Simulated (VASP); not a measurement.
Method: LDA (Ceperley-Alder, Perdew-Zunger), VASP's LDA PAW potentials (set 64) (plane waves; VASP).

A VASP calculation is set up with these files.

### INCAR
```
ALGO = Normal
EDIFF = 1E-8
EDIFFG = -0.001
ENCUT = 400
IBRION = 1
ISIF = 2
ISMEAR = 0
LASPH = .TRUE.
LCHARG = .FALSE.
LMAXMIX = 4
LREAL = .FALSE.
LWAVE = .FALSE.
NELM = 100
NSW = 30
PREC = Accurate
SIGMA = 0.05
SYSTEM = CdSe
```

File KPOINTS:
```
Automatic mesh
0
Gamma
7 7 7
0 0 0
```

POSCAR:
```
CdSe
1
    0.0000000000     3.0057119327     3.0057119327
    3.0057119327     0.0000000000     3.0057119327
    3.0057119327     3.0057119327    -0.0000000000
Cd Se
1 1
Direct
  0.0000000000   0.0000000000   0.0000000000
  0.2500000000   0.2500000000   0.2500000000
```

POTCAR, in this order: Cd Se (LDA.64 set). Program: vasp_std.

Task: Estimate the energy per atom (σ→0), band gap (on the k-mesh).

Result: 
The energy per atom (σ→0) is -3.379 eV/atom and the band gap (on the k-mesh) comes out as 0.43 eV.

**OSZICAR**
```
...
DAV:   8    -0.675845465945E+01    0.30500E-02   -0.15316E-02   540   0.189E+00    0.219E-01
DAV:   9    -0.675815143393E+01    0.30323E-03   -0.20134E-03   605   0.723E-01    0.536E-02
DAV:  10    -0.675812699264E+01    0.24441E-04   -0.17993E-04   560   0.218E-01    0.336E-02
DAV:  11    -0.675813157028E+01   -0.45776E-05   -0.19053E-05   545   0.446E-02    0.130E-02
DAV:  12    -0.675813114377E+01    0.42651E-06   -0.32423E-06   555   0.294E-02    0.434E-03
DAV:  13    -0.675813117442E+01   -0.30657E-07   -0.24588E-07   540   0.669E-03    0.161E-03
DAV:  14    -0.675813116746E+01    0.69645E-08   -0.18196E-08   506   0.116E-03
   1 F= -.67581312E+01 E0= -.67581312E+01  d E =-.675813E+01
```

The compound is CdSe in the zinc blende structure, whereas wurtzite is the usual form. It was relaxed first. The start is the result of an earlier pass.
